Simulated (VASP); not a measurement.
Here is the system:

```xyz
2
Lattice="4.2525 0.0000 0.0000 0.0000 4.2525 0.0000 0.0000 0.0000 4.2525" Properties=species:S:1:pos:R:3 pbc="T T T"
Cs     0.0000     0.0000     0.0000
Cl     2.1262     2.1262     2.1262
```

Level of theory: revPBE GGA, VASP's PBE PAW potentials (set 64) (plane waves; VASP). Numerical set-up: 520 eV cut-off, 6×6×6 Γ-centred mesh, Gaussian smearing of 0.050 eV, potentials Cs_sv Cl.

Unless said otherwise, spin-orbit coupling is left out, though it shifts the bands of the heavy elements here.

Question: Predict the energy per atom (σ→0), band gap (on the k-mesh) with the smallest direct gap where there is one.

Answer: 
The band gap (on the k-mesh) comes out as 5.12 eV, the smallest direct gap (on the k-mesh) comes out as 5.12 eV and the energy per atom (σ→0) comes out as -297.4 kJ/mol of atoms.

The compound is CsCl in the CsCl type structure. This cell is one point of a volume scan, at 0.94 of the reference volume.
